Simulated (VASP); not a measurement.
A cell of YN (rock salt) near equilibrium:

```xyz
2
Lattice="0.0000 2.4482 2.4482 2.4482 0.0000 2.4482 2.4482 2.4482 0.0000" Properties=species:S:1:pos:R:3 pbc="T T T"
Y      0.0000     0.0000     0.0000
N      2.4482     2.4482     2.4482
```

Calculation: r2SCAN meta-GGA, VASP's PBE PAW potentials (set 64) (plane waves; VASP).

```
run               ΔE (meV/atom)    σxx    σyy    σzz  largest shear component, with its sign (GPa)  largest force (eV/Å)  gap (eV)
----------------  -------------  -----  -----  -----  --------------------------------------------  --------------------  --------
as it is                    0.0   0.05   0.05   0.05                                          0.00                 0.000      0.59
after one change            3.1  -4.53  -1.22  -1.22                                          0.00                 0.000      0.59
```
Stress is in GPa, positive when the cell is compressed; gaps are those on the k-mesh, and 0.00 means metallic.

**Question.** Which change was made?
A) uniaxial strain of +1.5 % along x
B) isotropic strain of +0.5 %
C) biaxial strain of -1.0 % in the yz plane
D) biaxial strain of +1.5 % in the yz plane

**Answer.** A, uniaxial strain of +1.5 % along x

The compound is YN in the rock salt structure.
